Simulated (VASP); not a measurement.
The system is NbTe.

```
Te Nb
1.0
     3.70297    0.00000    0.00000
    -1.85149    3.20687    0.00000
     0.00000    0.00000    3.69421
Te Nb
1 1
Cartesian
  1.8515 1.0690 0.0000
  0.0000 0.0000 1.8471
```

The cell comes from a database or a generator and needn't be the stable form of this composition.

| Item | Value |
| --- | --- |
| Program | VASP 6.6.1 |
| Task | relaxation of cell and atoms |
| Functional | PBE |
| Dispersion | D3(BJ) |
| Potentials or basis | VASP PAW PBE potentials, release 64 (Te, Nb_sv) |
| Cutoff | 600 eV |
| k mesh | 8 × 8 × 6 |
| Occupations | fermi-dirac, width 0.05 eV |
| Spin | no spin polarisation |

At the start: pressure -5.7 GPa; volume 21.93 Å³/atom.

**Question.** Where does the relaxation end?

**Answer.** Over 8 steps the energy falls by 20.5 meV/atom and the volume is 20.85 Å³/atom (-5.0 %); space group P-6m2 (No. 187, to 0.05 Å).

Step by step:
| step | energy change (eV) | largest force (eV/Å) | pressure (GPa) | volume (Å³) |
| --- | --- | --- | --- | --- |
| 1 | 0.0000 | 0.0000 | -5.65 | 43.87 |
| 2 | 0.0445 | 0.0000 | 10.51 | 39.14 |
| 3 | -0.0376 | 0.0000 | -0.04 | 41.87 |
| 4 | -0.0376 | 0.0000 | 0.08 | 41.83 |
| 5 | -0.0406 | 0.0000 | 0.07 | 41.74 |
| 6 | -0.0409 | 0.0000 | 0.07 | 41.70 |
| 7 | -0.0410 | 0.0000 | 0.06 | 41.70 |
| 8 | -0.0410 | 0.0000 | 0.06 | 41.69 |

Final structure:
```
Te Nb
1.0
     3.61614    0.00000    0.00000
    -1.80807    3.13167    0.00000
     0.00000    0.00000    3.68157
Te Nb
1 1
Direct
  0.66667 0.33333 0.00000
  0.00000 0.00000 0.50000
```

Caveat: pairwise dispersion overbinds metals, which lowers pressure and volume.
